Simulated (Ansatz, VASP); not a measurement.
# Ge (Germanium) in two plane-wave programs

Wanted: the spread between two codes on one cell, functional and k mesh. The cell is taken from a series of runs on this material, whose earlier steps may have relaxed, scaled, displaced or heated it; both programs get it as it stands.

Method: plane waves, with VASP 6.6.1 beside it; zone-centre phonons at LDA, in Ansatz 0.2.0.

### 1. The starting structure

It takes space group R-3m (No. 166, trigonal). Conventional cell: a = 4.054 Å, b = 4.054 Å, c = 9.659 Å, α = 90.00°, β = 90.00°, γ = 120.00°. Nearest to Ge lie 4 Ge at 2.44 to 2.47 Å.

### 2. VASP: zone-centre phonons, LDA

Second derivatives magnify differences that forces hide, and they need a tight electronic threshold.

Lines of VASP's logs that name or quote its potential files are left out, and so is its time.

INCAR reads:

```
SYSTEM = Ge
PREC = Accurate
ENCUT = 500
EDIFF = 1E-08
NELM = 120
ISMEAR = 0
SIGMA = 0.015
LREAL = .FALSE.
ALGO = Normal
GGA = CA
NBANDS = 20
LORBIT = 11
LWAVE = .FALSE.
LCHARG = .FALSE.
ISIF = 2
ISYM = 2
IBRION = 8
LASPH = .TRUE.
GGA_COMPAT = .FALSE.
KPAR = 2
```

POSCAR reads:

```
Ge
1.0
   -0.0524399689      2.8145175570      2.8145175570
    2.8145175570     -0.0524399689      2.8145175570
    2.8145175570      2.8145175570     -0.0524399689
Ge
2
Direct
    0.4986929538      0.4986929538      0.4986929538
    0.7513070462      0.7513070462      0.7513070462
```

KPOINTS reads:

```
Points of the shifted mesh
1728
Reciprocal
 0.0416666667  0.0416666667  0.0416666667 1
 0.0416666667  0.0416666667  0.1250000000 1
 0.0416666667  0.0416666667  0.2083333333 1
 0.0416666667  0.0416666667  0.2916666667 1
 0.0416666667  0.0416666667  0.3750000000 1
 0.0416666667  0.0416666667  0.4583333333 1
 0.0416666667  0.0416666667  0.5416666667 1
 0.0416666667  0.0416666667  0.6250000000 1
 0.0416666667  0.0416666667  0.7083333333 1
 0.0416666667  0.0416666667  0.7916666667 1
 0.0416666667  0.0416666667  0.8750000000 1
 0.0416666667  0.0416666667  0.9583333333 1
 0.0416666667  0.1250000000  0.0416666667 1
 0.0416666667  0.1250000000  0.1250000000 1
 0.0416666667  0.1250000000  0.2083333333 1
 0.0416666667  0.1250000000  0.2916666667 1
 0.0416666667  0.1250000000  0.3750000000 1
 0.0416666667  0.1250000000  0.4583333333 1
 0.0416666667  0.1250000000  0.5416666667 1
 0.0416666667  0.1250000000  0.6250000000 1
 0.0416666667  0.1250000000  0.7083333333 1
 0.0416666667  0.1250000000  0.7916666667 1
 0.0416666667  0.1250000000  0.8750000000 1
 0.0416666667  0.1250000000  0.9583333333 1
 0.0416666667  0.2083333333  0.0416666667 1
 0.0416666667  0.2083333333  0.1250000000 1
 0.0416666667  0.2083333333  0.2083333333 1
 0.0416666667  0.2083333333  0.2916666667 1
 0.0416666667  0.2083333333  0.3750000000 1
 0.0416666667  0.2083333333  0.4583333333 1
 0.0416666667  0.2083333333  0.5416666667 1
 0.0416666667  0.2083333333  0.6250000000 1
 0.0416666667  0.2083333333  0.7083333333 1
 0.0416666667  0.2083333333  0.7916666667 1
 0.0416666667  0.2083333333  0.8750000000 1
 0.0416666667  0.2083333333  0.9583333333 1
 0.0416666667  0.2916666667  0.0416666667 1
 0.0416666667  0.2916666667  0.1250000000 1
 0.0416666667  0.2916666667  0.2083333333 1
 0.0416666667  0.2916666667  0.2916666667 1
 0.0416666667  0.2916666667  0.3750000000 1
 0.0416666667  0.2916666667  0.4583333333 1
 0.0416666667  0.2916666667  0.5416666667 1
 0.0416666667  0.2916666667  0.6250000000 1
 0.0416666667  0.2916666667  0.7083333333 1
 0.0416666667  0.2916666667  0.7916666667 1
 0.0416666667  0.2916666667  0.8750000000 1
 0.0416666667  0.2916666667  0.9583333333 1
 0.0416666667  0.3750000000  0.0416666667 1
 0.0416666667  0.3750000000  0.1250000000 1
 0.0416666667  0.3750000000  0.2083333333 1
 0.0416666667  0.3750000000  0.2916666667 1
 0.0416666667  0.3750000000  0.3750000000 1
 0.0416666667  0.3750000000  0.4583333333 1
 0.0416666667  0.3750000000  0.5416666667 1
 0.0416666667  0.3750000000  0.6250000000 1
 0.0416666667  0.3750000000  0.7083333333 1
 0.0416666667  0.3750000000  0.7916666667 1
 0.0416666667  0.3750000000  0.8750000000 1
 0.0416666667  0.3750000000  0.9583333333 1
 0.0416666667  0.4583333333  0.0416666667 1
 0.0416666667  0.4583333333  0.1250000000 1
 0.0416666667  0.4583333333  0.2083333333 1
 0.0416666667  0.4583333333  0.2916666667 1
 0.0416666667  0.4583333333  0.3750000000 1
 0.0416666667  0.4583333333  0.4583333333 1
 0.0416666667  0.4583333333  0.5416666667 1
 0.0416666667  0.4583333333  0.6250000000 1
 0.0416666667  0.4583333333  0.7083333333 1
 0.0416666667  0.4583333333  0.7916666667 1
 0.0416666667  0.4583333333  0.8750000000 1
 0.0416666667  0.4583333333  0.9583333333 1
 0.0416666667  0.5416666667  0.0416666667 1
 0.0416666667  0.5416666667  0.1250000000 1
 0.0416666667  0.5416666667  0.2083333333 1
 0.0416666667  0.5416666667  0.2916666667 1
 0.0416666667  0.5416666667  0.3750000000 1
 0.0416666667  0.5416666667  0.4583333333 1
 0.0416666667  0.5416666667  0.5416666667 1
 0.0416666667  0.5416666667  0.6250000000 1
 0.0416666667  0.5416666667  0.7083333333 1
 0.0416666667  0.5416666667  0.7916666667 1
 0.0416666667  0.5416666667  0.8750000000 1
 0.0416666667  0.5416666667  0.9583333333 1
 0.0416666667  0.6250000000  0.0416666667 1
 0.0416666667  0.6250000000  0.1250000000 1
 0.0416666667  0.6250000000  0.2083333333 1
 0.0416666667  0.6250000000  0.2916666667 1
 0.0416666667  0.6250000000  0.3750000000 1
 0.0416666667  0.6250000000  0.4583333333 1
 0.0416666667  0.6250000000  0.5416666667 1
 0.0416666667  0.6250000000  0.6250000000 1
 0.0416666667  0.6250000000  0.7083333333 1
 0.0416666667  0.6250000000  0.7916666667 1
 0.0416666667  0.6250000000  0.8750000000 1
 0.0416666667  0.6250000000  0.9583333333 1
 0.0416666667  0.7083333333  0.0416666667 1
 0.0416666667  0.7083333333  0.1250000000 1
 0.0416666667  0.7083333333  0.2083333333 1
 0.0416666667  0.7083333333  0.2916666667 1
 0.0416666667  0.7083333333  0.3750000000 1
 0.0416666667  0.7083333333  0.4583333333 1
 0.0416666667  0.7083333333  0.5416666667 1
 0.0416666667  0.7083333333  0.6250000000 1
 0.0416666667  0.7083333333  0.7083333333 1
 0.0416666667  0.7083333333  0.7916666667 1
 0.0416666667  0.7083333333  0.8750000000 1
 0.0416666667  0.7083333333  0.9583333333 1
 0.0416666667  0.7916666667  0.0416666667 1
 0.0416666667  0.7916666667  0.1250000000 1
 0.0416666667  0.7916666667  0.2083333333 1
 0.0416666667  0.7916666667  0.2916666667 1
[... 1390 lines left out ...]
 0.8750000000  0.4583333333  0.1250000000 1
 0.8750000000  0.4583333333  0.2083333333 1
 0.8750000000  0.4583333333  0.2916666667 1
 0.8750000000  0.4583333333  0.3750000000 1
 0.8750000000  0.4583333333  0.4583333333 1
 0.8750000000  0.4583333333  0.5416666667 1
 0.8750000000  0.4583333333  0.6250000000 1
 0.8750000000  0.4583333333  0.7083333333 1
 0.8750000000  0.4583333333  0.7916666667 1
 0.8750000000  0.4583333333  0.8750000000 1
 0.8750000000  0.4583333333  0.9583333333 1
 0.8750000000  0.5416666667  0.0416666667 1
 0.8750000000  0.5416666667  0.1250000000 1
 0.8750000000  0.5416666667  0.2083333333 1
 0.8750000000  0.5416666667  0.2916666667 1
 0.8750000000  0.5416666667  0.3750000000 1
 0.8750000000  0.5416666667  0.4583333333 1
 0.8750000000  0.5416666667  0.5416666667 1
 0.8750000000  0.5416666667  0.6250000000 1
 0.8750000000  0.5416666667  0.7083333333 1
 0.8750000000  0.5416666667  0.7916666667 1
 0.8750000000  0.5416666667  0.8750000000 1
 0.8750000000  0.5416666667  0.9583333333 1
 0.8750000000  0.6250000000  0.0416666667 1
 0.8750000000  0.6250000000  0.1250000000 1
 0.8750000000  0.6250000000  0.2083333333 1
 0.8750000000  0.6250000000  0.2916666667 1
 0.8750000000  0.6250000000  0.3750000000 1
 0.8750000000  0.6250000000  0.4583333333 1
 0.8750000000  0.6250000000  0.5416666667 1
 0.8750000000  0.6250000000  0.6250000000 1
 0.8750000000  0.6250000000  0.7083333333 1
 0.8750000000  0.6250000000  0.7916666667 1
 0.8750000000  0.6250000000  0.8750000000 1
 0.8750000000  0.6250000000  0.9583333333 1
 0.8750000000  0.7083333333  0.0416666667 1
 0.8750000000  0.7083333333  0.1250000000 1
 0.8750000000  0.7083333333  0.2083333333 1
 0.8750000000  0.7083333333  0.2916666667 1
 0.8750000000  0.7083333333  0.3750000000 1
 0.8750000000  0.7083333333  0.4583333333 1
 0.8750000000  0.7083333333  0.5416666667 1
 0.8750000000  0.7083333333  0.6250000000 1
 0.8750000000  0.7083333333  0.7083333333 1
 0.8750000000  0.7083333333  0.7916666667 1
 0.8750000000  0.7083333333  0.8750000000 1
 0.8750000000  0.7083333333  0.9583333333 1
 0.8750000000  0.7916666667  0.0416666667 1
 0.8750000000  0.7916666667  0.1250000000 1
 0.8750000000  0.7916666667  0.2083333333 1
 0.8750000000  0.7916666667  0.2916666667 1
 0.8750000000  0.7916666667  0.3750000000 1
 0.8750000000  0.7916666667  0.4583333333 1
 0.8750000000  0.7916666667  0.5416666667 1
 0.8750000000  0.7916666667  0.6250000000 1
 0.8750000000  0.7916666667  0.7083333333 1
 0.8750000000  0.7916666667  0.7916666667 1
 0.8750000000  0.7916666667  0.8750000000 1
 0.8750000000  0.7916666667  0.9583333333 1
 0.8750000000  0.8750000000  0.0416666667 1
 0.8750000000  0.8750000000  0.1250000000 1
 0.8750000000  0.8750000000  0.2083333333 1
 0.8750000000  0.8750000000  0.2916666667 1
 0.8750000000  0.8750000000  0.3750000000 1
 0.8750000000  0.8750000000  0.4583333333 1
 0.8750000000  0.8750000000  0.5416666667 1
 0.8750000000  0.8750000000  0.6250000000 1
 0.8750000000  0.8750000000  0.7083333333 1
 0.8750000000  0.8750000000  0.7916666667 1
 0.8750000000  0.8750000000  0.8750000000 1
 0.8750000000  0.8750000000  0.9583333333 1
 0.8750000000  0.9583333333  0.0416666667 1
 0.8750000000  0.9583333333  0.1250000000 1
 0.8750000000  0.9583333333  0.2083333333 1
 0.8750000000  0.9583333333  0.2916666667 1
 0.8750000000  0.9583333333  0.3750000000 1
 0.8750000000  0.9583333333  0.4583333333 1
 0.8750000000  0.9583333333  0.5416666667 1
 0.8750000000  0.9583333333  0.6250000000 1
 0.8750000000  0.9583333333  0.7083333333 1
 0.8750000000  0.9583333333  0.7916666667 1
 0.8750000000  0.9583333333  0.8750000000 1
 0.8750000000  0.9583333333  0.9583333333 1
 0.9583333333  0.0416666667  0.0416666667 1
 0.9583333333  0.0416666667  0.1250000000 1
 0.9583333333  0.0416666667  0.2083333333 1
 0.9583333333  0.0416666667  0.2916666667 1
 0.9583333333  0.0416666667  0.3750000000 1
 0.9583333333  0.0416666667  0.4583333333 1
 0.9583333333  0.0416666667  0.5416666667 1
 0.9583333333  0.0416666667  0.6250000000 1
 0.9583333333  0.0416666667  0.7083333333 1
 0.9583333333  0.0416666667  0.7916666667 1
 0.9583333333  0.0416666667  0.8750000000 1
 0.9583333333  0.0416666667  0.9583333333 1
 0.9583333333  0.1250000000  0.0416666667 1
 0.9583333333  0.1250000000  0.1250000000 1
 0.9583333333  0.1250000000  0.2083333333 1
 0.9583333333  0.1250000000  0.2916666667 1
 0.9583333333  0.1250000000  0.3750000000 1
 0.9583333333  0.1250000000  0.4583333333 1
 0.9583333333  0.1250000000  0.5416666667 1
 0.9583333333  0.1250000000  0.6250000000 1
 0.9583333333  0.1250000000  0.7083333333 1
 0.9583333333  0.1250000000  0.7916666667 1
 0.9583333333  0.1250000000  0.8750000000 1
 0.9583333333  0.1250000000  0.9583333333 1
 0.9583333333  0.2083333333  0.0416666667 1
 0.9583333333  0.2083333333  0.1250000000 1
 0.9583333333  0.2083333333  0.2083333333 1
 0.9583333333  0.2083333333  0.2916666667 1
 0.9583333333  0.2083333333  0.3750000000 1
 0.9583333333  0.2083333333  0.4583333333 1
 0.9583333333  0.2083333333  0.5416666667 1
 0.9583333333  0.2083333333  0.6250000000 1
 0.9583333333  0.2083333333  0.7083333333 1
 0.9583333333  0.2083333333  0.7916666667 1
 0.9583333333  0.2083333333  0.8750000000 1
 0.9583333333  0.2083333333  0.9583333333 1
 0.9583333333  0.2916666667  0.0416666667 1
 0.9583333333  0.2916666667  0.1250000000 1
 0.9583333333  0.2916666667  0.2083333333 1
 0.9583333333  0.2916666667  0.2916666667 1
 0.9583333333  0.2916666667  0.3750000000 1
 0.9583333333  0.2916666667  0.4583333333 1
 0.9583333333  0.2916666667  0.5416666667 1
 0.9583333333  0.2916666667  0.6250000000 1
 0.9583333333  0.2916666667  0.7083333333 1
 0.9583333333  0.2916666667  0.7916666667 1
 0.9583333333  0.2916666667  0.8750000000 1
 0.9583333333  0.2916666667  0.9583333333 1
 0.9583333333  0.3750000000  0.0416666667 1
 0.9583333333  0.3750000000  0.1250000000 1
 0.9583333333  0.3750000000  0.2083333333 1
 0.9583333333  0.3750000000  0.2916666667 1
 0.9583333333  0.3750000000  0.3750000000 1
 0.9583333333  0.3750000000  0.4583333333 1
 0.9583333333  0.3750000000  0.5416666667 1
 0.9583333333  0.3750000000  0.6250000000 1
 0.9583333333  0.3750000000  0.7083333333 1
 0.9583333333  0.3750000000  0.7916666667 1
 0.9583333333  0.3750000000  0.8750000000 1
 0.9583333333  0.3750000000  0.9583333333 1
 0.9583333333  0.4583333333  0.0416666667 1
 0.9583333333  0.4583333333  0.1250000000 1
 0.9583333333  0.4583333333  0.2083333333 1
 0.9583333333  0.4583333333  0.2916666667 1
 0.9583333333  0.4583333333  0.3750000000 1
 0.9583333333  0.4583333333  0.4583333333 1
 0.9583333333  0.4583333333  0.5416666667 1
 0.9583333333  0.4583333333  0.6250000000 1
 0.9583333333  0.4583333333  0.7083333333 1
 0.9583333333  0.4583333333  0.7916666667 1
 0.9583333333  0.4583333333  0.8750000000 1
 0.9583333333  0.4583333333  0.9583333333 1
 0.9583333333  0.5416666667  0.0416666667 1
 0.9583333333  0.5416666667  0.1250000000 1
 0.9583333333  0.5416666667  0.2083333333 1
 0.9583333333  0.5416666667  0.2916666667 1
 0.9583333333  0.5416666667  0.3750000000 1
 0.9583333333  0.5416666667  0.4583333333 1
 0.9583333333  0.5416666667  0.5416666667 1
 0.9583333333  0.5416666667  0.6250000000 1
 0.9583333333  0.5416666667  0.7083333333 1
 0.9583333333  0.5416666667  0.7916666667 1
 0.9583333333  0.5416666667  0.8750000000 1
 0.9583333333  0.5416666667  0.9583333333 1
 0.9583333333  0.6250000000  0.0416666667 1
 0.9583333333  0.6250000000  0.1250000000 1
 0.9583333333  0.6250000000  0.2083333333 1
 0.9583333333  0.6250000000  0.2916666667 1
 0.9583333333  0.6250000000  0.3750000000 1
 0.9583333333  0.6250000000  0.4583333333 1
 0.9583333333  0.6250000000  0.5416666667 1
 0.9583333333  0.6250000000  0.6250000000 1
 0.9583333333  0.6250000000  0.7083333333 1
 0.9583333333  0.6250000000  0.7916666667 1
 0.9583333333  0.6250000000  0.8750000000 1
 0.9583333333  0.6250000000  0.9583333333 1
 0.9583333333  0.7083333333  0.0416666667 1
 0.9583333333  0.7083333333  0.1250000000 1
 0.9583333333  0.7083333333  0.2083333333 1
 0.9583333333  0.7083333333  0.2916666667 1
 0.9583333333  0.7083333333  0.3750000000 1
 0.9583333333  0.7083333333  0.4583333333 1
 0.9583333333  0.7083333333  0.5416666667 1
 0.9583333333  0.7083333333  0.6250000000 1
 0.9583333333  0.7083333333  0.7083333333 1
 0.9583333333  0.7083333333  0.7916666667 1
 0.9583333333  0.7083333333  0.8750000000 1
 0.9583333333  0.7083333333  0.9583333333 1
 0.9583333333  0.7916666667  0.0416666667 1
 0.9583333333  0.7916666667  0.1250000000 1
 0.9583333333  0.7916666667  0.2083333333 1
 0.9583333333  0.7916666667  0.2916666667 1
 0.9583333333  0.7916666667  0.3750000000 1
 0.9583333333  0.7916666667  0.4583333333 1
 0.9583333333  0.7916666667  0.5416666667 1
 0.9583333333  0.7916666667  0.6250000000 1
 0.9583333333  0.7916666667  0.7083333333 1
 0.9583333333  0.7916666667  0.7916666667 1
 0.9583333333  0.7916666667  0.8750000000 1
 0.9583333333  0.7916666667  0.9583333333 1
 0.9583333333  0.8750000000  0.0416666667 1
 0.9583333333  0.8750000000  0.1250000000 1
 0.9583333333  0.8750000000  0.2083333333 1
 0.9583333333  0.8750000000  0.2916666667 1
 0.9583333333  0.8750000000  0.3750000000 1
 0.9583333333  0.8750000000  0.4583333333 1
 0.9583333333  0.8750000000  0.5416666667 1
 0.9583333333  0.8750000000  0.6250000000 1
 0.9583333333  0.8750000000  0.7083333333 1
 0.9583333333  0.8750000000  0.7916666667 1
 0.9583333333  0.8750000000  0.8750000000 1
 0.9583333333  0.8750000000  0.9583333333 1
 0.9583333333  0.9583333333  0.0416666667 1
 0.9583333333  0.9583333333  0.1250000000 1
 0.9583333333  0.9583333333  0.2083333333 1
 0.9583333333  0.9583333333  0.2916666667 1
 0.9583333333  0.9583333333  0.3750000000 1
 0.9583333333  0.9583333333  0.4583333333 1
 0.9583333333  0.9583333333  0.5416666667 1
 0.9583333333  0.9583333333  0.6250000000 1
 0.9583333333  0.9583333333  0.7083333333 1
 0.9583333333  0.9583333333  0.7916666667 1
 0.9583333333  0.9583333333  0.8750000000 1
 0.9583333333  0.9583333333  0.9583333333 1
```

Potentials, in the order of the species: Ge_d (LDA family, release 64).

Command:

```sh
> mpirun -np 2 vasp_std
```

Numbers of over 12 decimals in the logs are rounded to 6 here.

Output:

```text
[banner, memory and clock lines left out]
running    2 mpi-ranks, on    1 nodes
 distrk:  each k-point on    1 cores,    2 groups
 distr:  one band on    1 cores,    1 groups

 POSCAR found type information on POSCAR Ge
 POSCAR found :  1 types and       2 ions
 LDA part: xc-table for (Slater(with rela. corr.)+CA(PZ))
 , standard interpolation
 POSCAR, INCAR and KPOINTS ok, starting setup
 FFT: planning ... GRIDC
 FFT: planning ... GRID_SOFT
 FFT: planning ... GRID
 WAVECAR not read
 entering main loop
       N       E                     dE             d eps       ncg     rms          rms(c)
DAV:   1     0.184074875096E+03    0.18407E+03   -0.14763E+04 74320   0.367E+03
DAV:   2     0.152716099049E+02   -0.16880E+03   -0.16432E+03 69264   0.585E+02
DAV:   3    -0.972461552493E+01   -0.24996E+02   -0.24826E+02 77948   0.144E+02
DAV:   4    -0.105312557553E+02   -0.80664E+00   -0.80604E+00 77932   0.304E+01
DAV:   5    -0.105445142929E+02   -0.13259E-01   -0.13258E-01 77200   0.424E+00    0.322E+00
DAV:   6    -0.104316141925E+02    0.11290E+00   -0.37257E-02 76668   0.173E+00    0.184E+00
DAV:   7    -0.103749368951E+02    0.56677E-01   -0.73913E-02 72676   0.207E+00    0.139E-01
DAV:   8    -0.103755758064E+02   -0.63891E-03   -0.58138E-03 78648   0.903E-01    0.473E-02
DAV:   9    -0.103756067956E+02   -0.30989E-04   -0.11397E-04 79608   0.120E-01    0.189E-02
DAV:  10    -0.103756068947E+02   -0.99164E-07   -0.16650E-05 93088   0.586E-02    0.388E-03
DAV:  11    -0.103756068619E+02    0.32852E-07   -0.19123E-06 74128   0.117E-02    0.145E-03
DAV:  12    -0.103756068135E+02    0.48419E-07   -0.14068E-07 83020   0.296E-03    0.536E-04
DAV:  13    -0.103756068123E+02    0.12060E-08   -0.98269E-09 47004   0.165E-03
   1 F= -.10375607E+02 E0= -.10375582E+02  d E =-.494781E-04
 Linear response reoptimize wavefunctions to high precision
DAV:   1    -0.103756068126E+02   -0.33378E-09   -0.35022E-09 61132   0.663E-04
DAV:   2    -0.103756068126E+02   -0.22737E-10   -0.33480E-10 40192   0.213E-04
 Linear response DOF=           1
 Linear response progress:
  Degree of freedom:   1/  1
       N       E                     dE             d eps       ncg     rms          rms(c)
RMM:   1    -0.188273138249E+00   -0.18827E+00    0.83898E+00 84830   0.445E+01
RMM:   2    -0.195710346791E+00   -0.74372E-02   -0.13208E-02111947   0.108E+00    0.777E-02
RMM:   3    -0.195832901690E+00   -0.12255E-03   -0.92587E-04118275   0.312E-01    0.443E-02
RMM:   4    -0.195866748360E+00   -0.33847E-04   -0.57283E-05125511   0.792E-02    0.449E-03
RMM:   5    -0.195867333565E+00   -0.58521E-06   -0.43061E-06122708   0.190E-02    0.209E-03
RMM:   6    -0.195867685377E+00   -0.35181E-06   -0.30202E-07126992   0.539E-03    0.574E-04
RMM:   7    -0.195867812440E+00   -0.12706E-06   -0.30228E-08127295   0.152E-03    0.155E-04
RMM:   8    -0.195868152133E+00   -0.33969E-06   -0.15409E-08127639   0.570E-04    0.436E-05
RMM:   9    -0.195867999570E+00    0.15256E-06   -0.96454E-09122986   0.244E-04    0.102E-05
RMM:  10    -0.195868026759E+00   -0.27189E-07    0.32442E-10123293   0.114E-04    0.470E-06
RMM:  11    -0.195868054229E+00   -0.27470E-07   -0.13343E-08134339   0.588E-05    0.269E-06
RMM:  12    -0.195868085520E+00   -0.31291E-07   -0.70576E-10136414   0.352E-05    0.329E-07
RMM:  13    -0.195868082925E+00    0.25948E-08    0.23022E-09169155   0.242E-05    0.365E-07
 first order change of Fermi-energy  -0.65835E+00
 force on displaced ion       1 direction 1 :  -8.647   0.738   0.738
 Linear response finished
```

(Part 1 of 2 ends here.)

[Lines on the potential files, build, host, timing and source positions are cut from VASP's logs without a mark.]

[Logs are printed without paths, hosts, clocks, repeated set-up lines and the standing remarks that a program may print on its own settings, such as how far it seeks lower states.]

[Hosts, paths, dates, database ids (printed as entryN), source tags and the programs' standing remarks are cut or masked in the printed files.]
